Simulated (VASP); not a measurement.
## Core-hole spectrum of MnO2

Aim: an X-ray absorption edge of MnO2 by the supercell core-hole method. The cell has space group P-3m1, a computed entry that need not be the common form of this compound. The start is a computed cell from the Materials Project.

Method: LDA, DFT+U (Mn d 4 eV), spin-polarised from a ferromagnetic start; plane waves and PAW (Mn_pv, Mn_pv, O), in the first sound run; inputs show where later runs differ, in VASP 6.6.1.

This is a report of a sequence of runs, with most program output left out.

### 1. Starting point

The structure is trigonal, space group P-3m1 (No. 164). Conventional cell: a = 2.857 Å, b = 2.857 Å, c = 4.601 Å, α = 90.00°, β = 90.00°, γ = 120.00°. Nearest to Mn lie 6 O at 1.90 Å. O has 3 Mn at 1.90 Å nearest. Farther neighbours and most contacts between anions are not listed.

Structure file:

```cif
data_structure
_symmetry_space_group_name_H-M 'P-3m1'
_symmetry_Int_Tables_number 164
_cell_length_a 2.8566
_cell_length_b 2.8566
_cell_length_c 4.6014
_cell_angle_alpha 90.000
_cell_angle_beta 90.000
_cell_angle_gamma 120.000
_cell_volume 32.52
loop_
_atom_site_label
_atom_site_type_symbol
_atom_site_symmetry_multiplicity
_atom_site_Wyckoff_symbol
_atom_site_fract_x
_atom_site_fract_y
_atom_site_fract_z
_atom_site_occupancy
Mn1 Mn 1 b 0.00000 0.00000 0.50000 1
O1 O 2 d 0.33333 0.66667 0.70629 1
```

### 2. Supercell without a hole

The cell without a hole gives, with ICORELEVEL = 1, the Kohn-Sham core levels of the initial state. It is a supercell, which puts a hole 5.4 Å from its nearest image.

INCAR

```
SYSTEM = MnO2
PREC = Accurate
ENCUT = 400
EDIFF = 1E-05
NELM = 100
ISMEAR = 0
SIGMA = 0.05
LREAL = .FALSE.
ALGO = Normal
GGA = CA
NBANDS = 78
ISPIN = 2
MAGMOM = 4 4 4 4 0 0 0 0 0 0 0 0
LDAU = .TRUE.
LDAUTYPE = 2
LDAUL = 2 2 -1
LDAUU = 4 4 0
LDAUJ = 0 0 0
LDAUPRINT = 1
LASPH = .TRUE.
LMAXMIX = 4
LWAVE = .FALSE.
LCHARG = .FALSE.
KPAR = 4
NCORE = 2
ICORELEVEL = 1
```

POSCAR

```
MnO2
1.0
   -1.4282890902     -2.4738692722     -4.6013740589
    1.4282890902      2.4738692722     -4.6013740589
    5.7131563608      0.0000000000      0.0000000000
Mn Mn O
1 3 8
Direct
    0.2500000000      0.2500000000      0.0000000000
    0.7500000000      0.7500000000      0.0000000000
    0.2500000000      0.2500000000      0.5000000000
    0.7500000000      0.7500000000      0.5000000000
    0.8135203817      0.4801870484      0.8333333333
    0.3135203816      0.9801870484      0.8333333333
    0.8135203817      0.4801870484      0.3333333333
    0.3135203816      0.9801870484      0.3333333333
    0.1864796184      0.5198129516      0.1666666667
    0.6864796184      0.0198129517      0.1666666667
    0.1864796184      0.5198129516      0.6666666667
    0.6864796184      0.0198129517      0.6666666667
```

KPOINTS

```
Automatic mesh
0
Gamma
4 4 3
0 0 0
```

Potentials, in the order of the species: Mn_pv, Mn_pv and O (PBE family, release 64).

Launch:

```bash
$ mpirun -np 8 vasp_std
```

Run time: 47 s. Hardware: 8 MPI ranks of Intel Xeon Platinum 8559C (Emerald Rapids), shared host; peak memory 1.9 GiB.

The magnetic state follows from one typed start and may not be the lowest. These are scalar-relativistic Kohn-Sham levels of the ground state, with no core hole, so they are not binding energies. The PAW data sets were made with PBE, though LDA sets exist; this is a small mismatch.

Numbers from this step:

```
free energy (TOTEN)                               : -93.6518 eV
Fermi energy                                      : 2.636 eV
pressure                                          : -10.25 GPa
moment of the cell, from the last line of the log : 12 μB
```

The two shallowest core shells; atoms whose shallowest level rounds to another's at 0.01 eV are left out. Core levels, by row:

```
atom  shell  level below the valence-band top (eV)
 Mn1     2p                                  624.7
 Mn1     3s                                  79.43
  O5     1s                                  505.2
```

### 3. K edge, Wyckoff site Mn b, full hole

This step: supercell core-hole method, LDA, full hole, spin-polarised from a ferromagnetic start, DFT+U (Mn d 4 eV); plane waves and PAW (Mn_pv, Mn_pv, O) (VASP 6.6.1).

One core electron is taken from the first atom, which POSCAR lists as a species of its own, and NELECT stays that of the neutral valence shell, so the cell is charged against a background. NBANDS covers the range above the edge. The first density still holds the charge taken from the core, which is what the BRMIX lines of the log report.

Edit INCAR of step 2 so:

```diff
@@ -3,3 +3,3 @@
 ENCUT = 400
-EDIFF = 1E-05
+EDIFF = 1E-06
 NELM = 100
@@ -10,3 +10,3 @@
 GGA = CA
-NBANDS = 78
+NBANDS = 128
 ISPIN = 2
@@ -24,3 +24,10 @@
 KPAR = 4
-NCORE = 2
-ICORELEVEL = 1
+ICORELEVEL = 2
+CLNT = 1
+CLN = 1
+CLL = 0
+CLZ = 1
+CH_LSPEC = .TRUE.
+CH_NEDOS = 1500
+CH_SIGMA = 1
+NELECT = 100
```

POSCAR is that of step 2.

KPOINTS is that of step 2.

Launch:

```bash
$ mpirun -np 8 vasp_std
```

The job ended after 7.3 min (8 MPI ranks; peak memory 2.7 GiB).

This step gave:

```
free energy (TOTEN)                               : -311.9363 eV
energy at zero smearing                           : -311.9290 eV
Fermi energy                                      : 1.592 eV
moment of the cell, from the last line of the log : 5.997 μB
```

Smoothed further by a Gaussian, to a width of roughly 2 to 2.4 eV in all; heights scale with one over the cell volume; the energy axis is the program's own, and the fall at its high end is where NBANDS ends. Imaginary dielectric function times 10^5 against photon energy; read off at these points:

```
photon energy (eV)       xx       yy       zz
            6424.0   8.9e-5   7.9e-5   8.2e-5
            6426.0  0.00172  0.00162  0.00171
            6428.0  0.00251  0.00433  0.00229
            6430.0  0.00484  0.00489  0.00399
            6432.0  0.00144  0.00112  0.00169
            6434.0   1.7e-4   1.8e-4   2.1e-4
            6436.0  0.00296  0.00295  0.00536
            6438.0   0.0164   0.0164   0.0405
            6440.0   0.0292   0.0292   0.0640
            6442.0   0.0356   0.0358   0.0555
            6444.0   0.0714   0.0718    0.118
            6445.6    0.101    0.101    0.170
            6446.0    0.107    0.106    0.160
            6448.0    0.193    0.194   0.0740
            6448.6    0.201    0.201   0.0576
            6450.0    0.138    0.139   0.0435
            6452.0   0.0716   0.0714   0.0560
            6454.0   0.0522   0.0519   0.0786
            6456.0   0.0388   0.0390   0.0570
            6458.0   0.0436   0.0440   0.0535
            6460.0   0.0653   0.0646   0.0886
            6461.1   0.0751   0.0746    0.101
            6462.0   0.0694   0.0677   0.0843
            6464.0   0.0166   0.0143   0.0122
            6466.0   3.4e-4   2.6e-4   1.3e-4
```

The density residual rms(c) still stands over 0.03 at the last step, although the energy met EDIFF, so the numbers of this step are in doubt.

The smoothed xx curve reaches a tenth of its top at about 6438 eV.

### 4. K edge, Wyckoff site Mn b, no hole

This step: supercell core-hole method, LDA, no hole, spin-polarised from a ferromagnetic start, DFT+U (Mn d 4 eV); plane waves and PAW (Mn_pv, Mn_pv, O) (VASP 6.6.1).

With CLZ = 0 the final states feel no hole, which shows what the hole does. NBANDS covers the range above the edge.

Edit INCAR of step 3 so:

```diff
@@ -28,3 +28,3 @@
 CLL = 0
-CLZ = 1
+CLZ = 0
 CH_LSPEC = .TRUE.
@@ -32,2 +32 @@
 CH_SIGMA = 1
-NELECT = 100
```

POSCAR is that of step 3.

KPOINTS is that of step 3.

Launch:

```bash
$ mpirun -np 8 vasp_std
```

It took 88 s on 8 MPI ranks; peak memory 2.5 GiB.

This step gave:

```yaml
free_energy_toten: -93.6518 eV
fermi_energy: 2.543 eV
pressure: -10.10 GPa
moment_of_the_cell_from_the_last_line_of_the_log: 12.00 μB
```

Smoothed further by a Gaussian, to a width of roughly 2 to 2.4 eV in all; heights scale with one over the cell volume; the energy axis is the program's own, and the fall at its high end is where NBANDS ends. The imaginary dielectric function times 10^5 by photon energy; read off at these points:

```
photon energy (eV)       xx       zz
            6426.0   1.8e-6   1.4e-5
            6428.0   5.0e-4  0.00142
            6430.0  0.00571  0.00521
            6432.0  0.00361  0.00367
            6434.0   3.4e-4   4.9e-4
            6436.0  0.00316  0.00570
            6438.0   0.0200   0.0492
            6440.0   0.0365   0.0802
            6442.0   0.0433   0.0666
            6444.0   0.0794    0.135
            6445.4    0.112    0.193
            6446.0    0.121    0.187
            6448.0    0.211   0.0928
            6448.9    0.227   0.0674
            6450.0    0.180   0.0558
            6452.0   0.0976   0.0662
            6454.0   0.0676   0.0944
            6456.0   0.0490   0.0727
            6458.0   0.0527   0.0662
            6460.0   0.0793    0.106
            6460.9   0.0897    0.119
            6461.4   0.0897    0.117
            6462.0   0.0803    0.103
            6464.0   0.0157   0.0169
            6466.0   2.2e-4   1.7e-4
            6468.0        0        0
```

The smoothed xx curve reaches a tenth of its top at about 6438 eV.

### 5. Summary

This step: supercell core-hole method, LDA; plane waves and PAW (VASP 6.6.1).

Derived from the runs above.

Core-hole runs:

```
site       hole  cost (core minutes)
Mn b  full hole                58.68
Mn b    no hole                11.73
```

### 6. What came out

```
K edge of Mn b, full hole : xx reaches a tenth of its top at 6438.4 eV on the program's axis; share within the next 5 eV of the next 20 eV: 11 %
K edge of Mn b, no hole   : xx reaches a tenth of its top at 6438.2 eV on the program's axis; share within the next 5 eV of the next 20 eV: 11 %
```

What this shows: The Mn K edge, for light polarised along x, reaches a tenth of its top at 6438.4 eV on the program's axis. That mark passes over any weaker pre-edge, and only dipole transitions enter. With the full hole the cell's moment goes from 12.0 to 6.0 μB, so that run has left the magnetic state of the cell without a hole, and differences of the spectra hold that change too. In the charged run (full hole) weight just under or at the onset may be a state bound to the hole or the highest filled band counted as a final state; this wasn't checked, so onset and share of that run are in doubt. In the run with full hole the energy met EDIFF while the density residual rms(c) still stood over 0.03, so that run isn't self-consistent and its spectrum, moment and gap are in doubt. With the full hole the gap of the cell closes. Share of the first 20 eV of absorption, for light polarised along x, that lies within 5 eV of each run's own onset: 11 % with no hole and 11 % with full hole. One site of the element was run (Wyckoff letter b). With 12 atoms and a 4×4×3 mesh the peak shapes still carry the imprint of the mesh, and the holes are close enough to feel one another. The fall at the high end is where NBANDS ends. The other core electrons stay frozen, so neither the program's energy axis nor the change of TOTEN is an excitation energy; spectra are aligned at the onset when set beside measurement. The given cell is kept, although it stands at -10.3 GPa at LDA and ENCUT = 400 eV, which holds the mismatch of the given cell with this functional, any error of the entry itself and any basis-set error. The atoms weren't relaxed and carry forces of up to 0.21 eV/Å at LDA in the cell without a hole, so the numbers belong to the given coordinates, and a relaxation would change them. All of it rests on one ferromagnetic start, which may not be the order of the real compound, and on the typed U. Not tabulated here, as repeats of values shown or as unfit to read for their mesh, reference level or band range: gaps (K edge, supercell without a hole); pressures of a box with vacuum or a charge (K edge); core levels (K edge).

[Lines on the potential files, build, host, timing and source positions are cut from VASP's logs without a mark.]

[Logs are printed without paths, hosts, clocks, repeated set-up lines and the standing remarks that a program may print on its own settings, such as how far it seeks lower states.]

[Hosts, paths, dates, database ids (printed as entryN), source tags and the programs' standing remarks are cut or masked in the printed files.]
